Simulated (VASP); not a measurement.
ZnS (wurtzite):

```xyz
4
Lattice="1.9100 -3.3082 0.0000 1.9100 3.3082 0.0000 0.0000 0.0000 6.2600" Properties=species:S:1:pos:R:3 pbc="T T T"
Zn     1.9100    -1.1027     3.1300
Zn     1.9100     1.1027     0.0000
S      1.9100    -1.1027     5.4775
S      1.9100     1.1027     2.3475
```

The lowest empty band near Γ, direction c, from PBE with spin-orbit coupling in VASP (PAW); its two spin partners are averaged. The gap over the points computed is 2.16 eV, and the next band on that side lies 0.90 eV away at the edge.

Settings: 400 eV cut-off, 8×8×4 Γ-centred mesh, Gaussian smearing of 0.050 eV, potentials Zn S.

```tsv
distance from the edge in k (1/Å)	distance in energy (meV)
0.012	3.4
0.018	7.7
0.025	14.8
0.035	28.8
0.050	57.8
0.070	110.1
```

Problem. Fit E(1 + αE) = ħ²k²/2m* (ħ²/2m0 = 3.810 eV Å²) and predict the row at 0.095 1/Å.

Solution. Least squares on the energies gives the electron mass m* = 0.159 m0 and α = 0.57 per eV, and so 194.0 meV. The run gave 193.9 meV, -0.1 meV from the fit.

Left out are points under 3 meV from the edge, since the levels carry 0.1 meV, and points farther than half the way to the next band.

The compound is ZnS in the wurtzite structure, the high-temperature form. The cell was not relaxed at this level.
